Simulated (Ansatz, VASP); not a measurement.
# Hf2S2N (Hf2NS2 MXene monolayer) in two plane-wave programs, part 2 of 2

Wanted: the spread between two codes on one cell, functional and k mesh. Of the first pair: The structure shown is the start of the Ansatz relaxation below; VASP solves that cell, so the two are compared at the walk's first step.

VASP 6.6.1 and Ansatz 0.2.0.

So far: The structure; Ansatz: relaxation, PBE with D3(BJ).

## Step 3: VASP: single point, PBE with D3(BJ), start cell, pair 1

Level of this step: PBE with D3(BJ), zero-moment start; plane waves and PAW (S, Hf_pv, N) (VASP).

The same cell, functional, mesh and smearing now go to VASP, with its own data sets.

Lines of VASP's logs that name or quote its potential files are left out, and so is its time.

INCAR reads:

```
SYSTEM = Hf2S2N
PREC = Accurate
ENCUT = 520
EDIFF = 1E-06
NELM = 200
ISMEAR = -1
SIGMA = 0.05
LREAL = .FALSE.
ALGO = Normal
GGA = PE
IVDW = 12
NBANDS = 27
ISPIN = 2
MAGMOM = 0 0 -0 -0 0
LASPH = .TRUE.
LMAXMIX = 4
LORBIT = 11
LWAVE = .FALSE.
LCHARG = .FALSE.
ISIF = 2
LDIPOL = .TRUE.
IDIPOL = 3
DIPOL = 0.5 0.5 0.5
LVHAR = .TRUE.
GGA_COMPAT = .FALSE.
NELMDL = -8
KPAR = 2
```

POSCAR reads:

```
Hf2S2N
1.0
    3.2175000000      0.0000000000      0.0000000000
   -1.6087500000      2.7864370000      0.0000000000
    0.0000000000      0.0000000000     43.4484490000
S Hf N
2 2 1
Direct
    0.3333333333      0.6666666667      0.4280935322
    0.6666666667      0.3333333333      0.5719064678
    0.6666666667      0.3333333333      0.4707805450
    0.3333333333      0.6666666667      0.5292194550
    0.0000000000      0.0000000000      0.5000000000
```

KPOINTS reads:

```
Automatic mesh
0
Gamma
12 12 1
0 0 0
```

PAW data sets: S, Hf_pv and N (PBE family, release 64).

Started as:

```console
$ mpirun -np 2 vasp_std
```

Numbers of over 12 decimals in the logs are rounded to 6 here.

Output:

```text
[banner, memory and clock lines left out]
running    2 mpi-ranks, on    1 nodes
 distrk:  each k-point on    1 cores,    2 groups
 distr:  one band on    1 cores,    1 groups

 POSCAR found type information on POSCAR S HfN
 POSCAR found :  3 types and       5 ions
 LDA part: xc-table for (Slater+PW92), standard interpolation
 POSCAR, INCAR and KPOINTS ok, starting setup
 FFT: planning ... GRIDC
 FFT: planning ... GRID_SOFT
 FFT: planning ... GRID
 WAVECAR not read
 entering main loop
       N       E                     dE             d eps       ncg     rms          rms(c)
DAV:   1     0.237347135688E+03    0.23735E+03   -0.16464E+04  2588   0.101E+03
DAV:   2    -0.157088645361E+02   -0.25306E+03   -0.24579E+03  2955   0.222E+02
DAV:   3    -0.465093687391E+02   -0.30801E+02   -0.30449E+02  2687   0.733E+01
DAV:   4    -0.474020832052E+02   -0.89271E+00   -0.88751E+00  2733   0.144E+01
DAV:   5    -0.474294322819E+02   -0.27349E-01   -0.27242E-01  2832   0.230E+00
DAV:   6    -0.474305373728E+02   -0.11051E-02   -0.11033E-02  2826   0.505E-01
DAV:   7    -0.474305881033E+02   -0.50731E-04   -0.50707E-04  2855   0.949E-02
DAV:   8    -0.474305903709E+02   -0.22676E-05   -0.22671E-05  2733   0.206E-02    0.714E+01
DAV:   9    -0.434862072576E+02    0.39444E+01   -0.16825E+01  2545   0.188E+01    0.551E+01
DAV:  10    -0.440355998613E+02   -0.54939E+00   -0.72365E+00  2569   0.121E+01    0.122E+01
DAV:  11    -0.432574853542E+02    0.77811E+00   -0.49083E+00  2464   0.795E+00    0.410E+00
DAV:  12    -0.432173571031E+02    0.40128E-01   -0.38268E-01  2521   0.260E+00    0.372E+00
DAV:  13    -0.432145113114E+02    0.28458E-02   -0.31675E-02  2498   0.907E-01    0.100E+00
DAV:  14    -0.432131900771E+02    0.13212E-02   -0.56186E-03  2611   0.379E-01    0.942E-01
[...]
DAV:  22    -0.432132820792E+02   -0.46708E-04   -0.53279E-07  1962   0.256E-03    0.675E-03
DAV:  23    -0.432133245332E+02   -0.42454E-04   -0.18451E-06  2155   0.281E-03    0.201E-03
DAV:  24    -0.432133325061E+02   -0.79729E-05   -0.53557E-08  1939   0.739E-04    0.175E-03
DAV:  25    -0.432133566639E+02   -0.24158E-04   -0.51164E-07  1963   0.173E-03    0.709E-04
DAV:  26    -0.432133617141E+02   -0.50502E-05   -0.10264E-07  1804   0.857E-04    0.184E-03
DAV:  27    -0.432133651592E+02   -0.34451E-05   -0.50788E-08  1715   0.551E-04    0.177E-03
DAV:  28    -0.432133685662E+02   -0.34069E-05   -0.77246E-08  1751   0.583E-04    0.444E-04
DAV:  29    -0.432133691063E+02   -0.54014E-06   -0.66267E-09  1325   0.294E-04
   1 F= -.44735353E+02 E0= -.44725463E+02  d E =-.197787E-01  mag=     0.0000
```

Parts of OUTCAR (step 3):

```text
ion  position               nearest neighbor table
   1  0.333  0.667  0.428-   3 2.62   3 2.62   3 2.62
   2  0.667  0.333  0.572-   4 2.62   4 2.62   4 2.62
   3  0.667  0.333  0.471-   5 2.25   5 2.25   5 2.25   1 2.62   1 2.62   1 2.62   4 3.15   4 3.15
                             4 3.15
   4  0.333  0.667  0.529-   5 2.25   5 2.25   5 2.25   2 2.62   2 2.62   2 2.62   3 3.15   3 3.15
                             3 3.15
   5  0.000  0.000  0.500-   3 2.25   4 2.25   3 2.25   4 2.25   3 2.25   4 2.25

  LATTYP: Found a hexagonal cell.
 ALAT       =     3.2175000000
 C/A-ratio  =    13.5037914530

 Subroutine GETGRP returns: Found 12 space group operations
 (whereof 12 operations were pure point group operations)

The static configuration has the point symmetry D_3d.

 Found     19 irreducible k-points:

   k-points           NKPTS =     19   k-points in BZ     NKDIM =     19   number of bands    NBANDS=     27

   dimension x,y,z NGX =    24 NGY =   24 NGZ =  324
   dimension x,y,z NGXF=    48 NGYF=   48 NGZF=  648

   ENCUT  =  520.0 eV  38.22 Ry    6.18 a.u.   5.98  5.98 80.79*2*pi/ulx,y,z

   NELECT =      37.0000    total number of electrons

 k-points in reciprocal lattice and weights: Automatic mesh
   0.00000000  0.00000000  0.00000000       0.007
   0.08333333  0.00000000  0.00000000       0.042
   0.16666667  0.00000000  0.00000000       0.042
   0.25000000  0.00000000  0.00000000       0.042
   0.33333333  0.00000000  0.00000000       0.042
   0.41666667 -0.00000000  0.00000000       0.042
   0.50000000  0.00000000  0.00000000       0.021
   0.08333333  0.08333333  0.00000000       0.042
   0.16666667  0.08333333  0.00000000       0.083
[...]
0.33333333  0.25000000  0.00000000       0.083
   0.33333333  0.33333333  0.00000000       0.014

 dipolmoment           0.000000      0.000000      0.000000 electrons x Angstroem

 average (electrostatic) potential at core
       1 -94.3143       2 -94.3143       3 -45.8572       4 -45.8572       5 -73.2265

 E-fermi :  -3.4985

 spin component 1
 k-point     1 :       0.0000    0.0000    0.0000
  band No.  band energies     occupation
    ...
     12      -8.3654      1.00000
     13      -7.3411      1.00000
     14      -5.9277      1.00000
     15      -3.6978      0.98176
     16      -3.6978      0.98176
     17      -3.0133      0.00006
     18      -2.8133      0.00000
     19      -2.8133      0.00000
     20      -2.2478      0.00000
     21      -2.2478      0.00000
    ...

 k-point     2 :       0.0833    0.0000    0.0000
  band No.  band energies     occupation
    ...
     13      -7.0443      1.00000
     14      -6.0552      1.00000
     15      -4.0900      0.99999
     16      -3.6818      0.97505
     17      -3.5820      0.84154
     18      -3.1627      0.00121
     19      -2.9527      0.00002
     20      -2.3018      0.00000
     21      -1.9428      0.00000
     22      -1.0588      0.00000
    ...

 k-point     3 :       0.1667    0.0000    0.0000
  band No.  band energies     occupation
    ...
     14      -6.3184      1.00000
     15      -4.9305      1.00000
     16      -4.6393      1.00000
     17      -3.7867      0.99687
     18      -3.5070      0.54203
     19      -3.4618      0.32406
     20      -2.2038      0.00000
     21      -1.5037      0.00000
     22      -0.9576      0.00000
     23      -0.6494      0.00000
    ...

 k-point     4 :       0.2500    0.0000    0.0000
  band No.  band energies     occupation
    ...
     15      -5.8805      1.00000
     16      -5.4250      1.00000
     17      -4.2292      1.00000
     18      -4.0286      0.99998
     19      -3.6961      0.98112
     20      -1.6683      0.00000
     21      -1.2356      0.00000
     22      -0.8406      0.00000
     23      -0.2509      0.00000
     24       0.6815      0.00000
    ...

 k-point     5 :       0.3333    0.0000    0.0000
  band No.  band energies     occupation
    ...
     15      -6.5183      1.00000
     16      -5.6430      1.00000
     17      -4.7835      1.00000
     18      -4.1931      1.00000
     19      -3.8835      0.99955
     20      -1.4957      0.00000
     21      -0.9121      0.00000
     22       0.0350      0.00000
     23       0.3563      0.00000
     24       1.1167      0.00000
    ...

 k-point     6 :       0.4167   -0.0000    0.0000
  band No.  band energies     occupation
    ...
     15      -6.4696      1.00000
     16      -5.6814      1.00000
     17      -5.0423      1.00000
     18      -4.2961      1.00000
     19      -4.0033      0.99996
     20      -1.6670      0.00000
     21      -0.0103      0.00000
     22       0.8494      0.00000
     23       1.0068      0.00000
     24       1.6282      0.00000
    ...

 Edisp (eV)   -1.52198

  Total       3.95909     3.95909    -8.96611     0.00000    -0.00000     0.00000
  in kB      16.28412    16.28412   -36.87843     0.00000    -0.00000     0.00000
  external pressure =       -1.44 kB  Pullay stress =        0.00 kB

  energy-cutoff  :      520.00
  volume of cell :      389.53
      direct lattice vectors                 reciprocal lattice vectors
     3.217500000  0.000000000  0.000000000     0.310800311  0.179440626  0.000000000
    -1.608750000  2.786437000  0.000000000     0.000000000  0.358881252  0.000000000
     0.000000000  0.000000000 43.448449000     0.000000000  0.000000000  0.023015781

 POSITION                                       TOTAL-FORCE (eV/Angst)
 -----------------------------------------------------------------------------------
     -0.00000      1.85762     18.60000         0.000000     -0.000000      2.380329
      1.60875      0.92881     24.84845         0.000000      0.000000     -2.380329
      1.60875      0.92881     20.45468        -0.000000     -0.000000     -2.339403
     -0.00000      1.85762     22.99376        -0.000000      0.000000      2.339403
      0.00000      0.00000     21.72422        -0.000000      0.000000      0.000000
 -----------------------------------------------------------------------------------
    total drift:                                0.000000     -0.000000      0.000000

  FREE ENERGIE OF THE ION-ELECTRON SYSTEM (eV)
  ---------------------------------------------------
  free  energy   TOTEN  =       -44.7353528035 eV

  energy  without entropy=      -44.7155741073  energy(sigma->0) =      -44.72546346

 vacuum level on the upper side and lower side of the slab         2.399         2.399

 total charge
# of ion       s       p       d       tot
------------------------------------------
    1        1.367   2.311   0.000   3.678
    2        1.367   2.311   0.000   3.678
    3        0.301   6.548   1.681   8.530
    4        0.301   6.548   1.681   8.530
    5        1.244   2.495   0.000   3.738
--------------------------------------------------
tot          4.580  20.213   3.362  28.154

 magnetization (x)
# of ion       s       p       d       tot
------------------------------------------
    1       -0.000   0.000   0.000   0.000
    2       -0.000   0.000   0.000   0.000
    3        0.000   0.000   0.000   0.000
    4        0.000   0.000   0.000   0.000
    5       -0.000  -0.000   0.000  -0.000
--------------------------------------------------
tot         -0.000   0.000   0.000   0.000

[... 2 further parts left out ...]
```

This run allows spin, but its moments start at zero, where symmetry between the spins tends to hold them. Its electron count is odd, so without a moment it is a metal by construction. Harder data sets than Hf_pv exist (the GW ones), and pressures, volumes and forces can shift noticeably with them.

## Step 4: Side by side

Known differences besides the potentials themselves: Ansatz cuts the interaction across the vacuum, VASP repeats the sheet with a dipole correction; the data sets hold 69 valence electrons in Ansatz (on its PAW soft_1 files) and 37 in VASP; the cutoff is 420 eV in Ansatz and 520 eV in VASP. Total energies have different zeros and are not compared.

Forces (eV/Å; atoms numbered as in POSCAR):

```
atom        Ansatz x, y, z          VASP x, y, z
  S1   0.000, 0.000, 2.326   0.000, 0.000, 2.380
  S2  0.000, 0.000, -2.326  0.000, 0.000, -2.380
 Hf3  0.000, 0.000, -2.396  0.000, 0.000, -2.339
 Hf4   0.000, 0.000, 2.396   0.000, 0.000, 2.339
  N5   0.000, 0.000, 0.000   0.000, 0.000, 0.000
```

The forces differ by 29 meV/Å r.m.s., which is 2.4 % of the r.m.s. force of 1.219 eV/Å (both taken over all components). Moments aren't recorded for both runs of this pair, so they may hold unlike magnetic states. With vacuum in the cell, a pressure given here is an average over mostly empty space and none of the material.

## Step 5: Ansatz: relaxation, PBE with D3(BJ)

This run makes the geometry at which the two programs are then compared.

The structure compared here is the end of the Ansatz relaxation.

input.yaml reads:

```yaml
crystal:
  lattice:
    - [3.2175, 0.0, 0.0]
    - [-1.60875, 2.7864367367, 0.0]
    - [0.0, 0.0, 43.4484494511]
  atoms:
    - { symbol: S, position: [0.3333333333, 0.6666666667, 0.4280935277] }
    - { symbol: Hf, position: [0.6666666667, 0.3333333333, 0.4707805504], spin: 1.0 }
    - { symbol: "N", position: [0.0, 0.0, 0.5] }
    - { symbol: Hf, position: [0.3333333333, 0.6666666667, 0.5292194496], spin: 1.0 }
    - { symbol: S, position: [0.6666666667, 0.3333333333, 0.5719064723] }
  periodic: [true, true, false]
magnetization:
  spin_polarized: true
kpoints:
  mp_grid: { grid: [12, 12, 1] }
hamiltonian:
  xc: pbe
  dispersion: d3bj
  pseudopotentials: { kind: paw, azcp: { folder: soft_1 } }
scf:
  occupations: { method: fermi_dirac, width: 0.05 }
  convergence: { dr2_threshold: 1.0e-09 }
relax:
  f_tol: 0.004
  max_steps: 90
  cell: {}
output:
  write_potential: true
  write_density: true
  volumetric_format: npy
```

Started as:

```console
$ ansatz run input.yaml --threads 2 --pin off --max-ram 3072MiB --backend cpu --events-out ev --progress --plain --runs-dir out
```

Output:

```text
[...]
Crystal: 5 atoms, lattice volume = 389.531 Å³
Basis set: ecut = 420 eV, 7717 PW (Γ), exchange–correlation on 48×48×600 points (8 copies of the dense FFT grid, shifted against one another)
Bands: 43, of which v1, the nominal top of the filled ones, is band 35 counted from 1 (34 counted from 0)
[...]
cell:  # Å, volume = 430.6389 Å³
    - [3.383017, 0.0, 0.0]
    - [-1.691508, 2.929779, 0.0]
    - [0.0, 0.0, 43.4484494511]
  atoms:
    - { symbol: S, position: [0.333333, 0.666667, 0.434747] }
    - { symbol: Hf, position: [0.666667, 0.333333, 0.470654] }
    - { symbol: N, position: [0, 0, 0.500000] }
    - { symbol: Hf, position: [0.333333, 0.666667, 0.529346] }
    - { symbol: S, position: [0.666667, 0.333333, 0.565253] }
[key lines of the parts left out:]
SCF converged after 6 iterations
Magnetization: -0.0000 μB (34.5000 up, 34.5000 down)
Free energy (F): -33641.645035 eV
Fermi energy:    -5.541909 eV
P = ½ c Tr σ = 0.0127 N/m
```

## Step 6: VASP: single point, PBE with D3(BJ), relaxed cell, pair 2

The same cell, functional, mesh and smearing now go to VASP, with its own data sets.

INCAR is that of step 3.

POSCAR reads:

```
Hf2S2N
1.0
    3.3830168162      0.0000000000      0.0000000000
   -1.6915084081      2.9297785042      0.0000000000
    0.0000000000      0.0000000000     43.4484494511
S Hf N
2 2 1
Direct
    0.3333333333      0.6666666667      0.4347468464
    0.6666666667      0.3333333333      0.5652531536
    0.6666666667      0.3333333333      0.4706541838
    0.3333333333      0.6666666667      0.5293458162
    0.0000000000      0.0000000000      0.5000000000
```

KPOINTS is that of step 3.

Started as:

```console
$ mpirun -np 2 vasp_std
```

Output:

```text
[... set-up lines as in an earlier step ...]
 entering main loop
       N       E                     dE             d eps       ncg     rms          rms(c)
DAV:   1     0.235751942297E+03    0.23575E+03   -0.16092E+04  2620   0.994E+02
DAV:   2    -0.149838272105E+02   -0.25074E+03   -0.24305E+03  2991   0.213E+02
DAV:   3    -0.478293717024E+02   -0.32846E+02   -0.32454E+02  2693   0.736E+01
DAV:   4    -0.488246342487E+02   -0.99526E+00   -0.98799E+00  2684   0.147E+01
[...]
DAV:  25    -0.443027302444E+02   -0.10733E-04   -0.79764E-07  1835   0.387E-03    0.674E-03
DAV:  26    -0.443027570421E+02   -0.26798E-04   -0.12696E-06  2120   0.485E-03    0.166E-03
DAV:  27    -0.443027574332E+02   -0.39108E-06   -0.10125E-07  1718   0.168E-03
   1 F= -.45736503E+02 E0= -.45729211E+02  d E =-.145839E-01  mag=     0.0000
```

From OUTCAR (step 6):

```text
 Edisp (eV)   -1.43375

  Total      -0.51687    -0.51687    -0.51645    -0.00000     0.00000     0.00000
  in kB      -1.92300    -1.92300    -1.92143    -0.00000     0.00000     0.00000
  external pressure =       -1.92 kB  Pullay stress =        0.00 kB

 POSITION                                       TOTAL-FORCE (eV/Angst)
 -----------------------------------------------------------------------------------
     -0.00000      1.95319     18.88908        -0.000000      0.000000      0.082083
      1.69151      0.97659     24.55937        -0.000000     -0.000000     -0.082083
      1.69151      0.97659     20.44919         0.000000      0.000000      0.006743
     -0.00000      1.95319     22.99925        -0.000000     -0.000000     -0.006743
      0.00000      0.00000     21.72422         0.000000      0.000000     -0.000000
 -----------------------------------------------------------------------------------
    total drift:                                0.000000      0.000000      0.000000

  FREE ENERGIE OF THE ION-ELECTRON SYSTEM (eV)
  ---------------------------------------------------
  free  energy   TOTEN  =       -45.7365028636 eV

  energy  without entropy=      -45.7219189934  energy(sigma->0) =      -45.72921093

 magnetization (x)
# of ion       s       p       d       tot
------------------------------------------
    1        0.000   0.000   0.000   0.000
    2        0.000   0.000   0.000   0.000
    3        0.000   0.000   0.000   0.000
    4        0.000   0.000   0.000   0.000
    5       -0.000  -0.000   0.000  -0.000
--------------------------------------------------
tot          0.000  -0.000   0.000   0.000

[... 1 part as in an earlier step ...]

[... 2 further parts left out ...]
[key lines of the parts left out:]
E-fermi :  -3.3535
```

## Step 7: Comparison

What differs besides the data sets and the points named for the pairs above, as far as they apply: the data sets hold 69 valence electrons in Ansatz (on its PAW soft_1 files) and 37 in VASP. Total energies have different zeros and are not compared.

Forces (eV/Å; atoms numbered as in POSCAR):

```
atom       Ansatz x, y, z          VASP x, y, z
  S1  0.000, 0.000, 0.000   0.000, 0.000, 0.082
  S2  0.000, 0.000, 0.000  0.000, 0.000, -0.082
 Hf3  0.000, 0.000, 0.000   0.000, 0.000, 0.007
 Hf4  0.000, 0.000, 0.000  0.000, 0.000, -0.007
  N5  0.000, 0.000, 0.000   0.000, 0.000, 0.000
```

The forces differ by 30 meV/Å r.m.s., where the r.m.s. force is 0.000 eV/Å in Ansatz and 0.030 eV/Å in VASP: the atoms lie near their places of rest in Ansatz, so a percentage would say little (all taken over all components). With vacuum in the cell, a pressure given here is an average over mostly empty space and none of the material.

## Step 8: What the set-up changes

Further runs change the set-up of one program: Ansatz's method, potentials or start, or VASP's data sets, cutoff or form of LDA. The table gives that difference for each run.

| run | r.m.s. force difference (meV/Å) |
| --- | --- |
| as above | 30 |
| VASP with the data sets S, Hf_sv and N | 22 |

## Step 9: Summary of results

| Property | Result |
| --- | --- |
| r.m.s. force difference (single point, PBE with D3(BJ), start cell, pair 1) | 2.4 % of the r.m.s. force |
| r.m.s. force difference (single point, PBE with D3(BJ), relaxed cell, pair 2) | 30 meV/Å |

In words: The r.m.s. force difference is 30 meV/Å (single point, PBE with D3(BJ), relaxed cell, pair 2), beyond the 12 meV/Å picked in this series as the mark of a large difference. The data sets hold unlike numbers of valence electrons (69 in Ansatz and 37 in VASP), so part of the differences comes from the potentials. Single point, PBE with D3(BJ), relaxed cell, pair 2, VASP with the data sets S, Hf_sv and N: r.m.s. force difference goes from 30 to 22 meV/Å. Such differences can come from data sets, numerical settings and the points named under the comparisons, not from the functional's error against experiment.

[Lines on the potential files, build, host, timing and source positions are cut from VASP's logs without a mark.]

[Logs are printed without paths, hosts, clocks, repeated set-up lines and the standing remarks that a program may print on its own settings, such as how far it seeks lower states.]

[Hosts, paths, dates, database ids (printed as entryN), source tags and the programs' standing remarks are cut or masked in the printed files.]
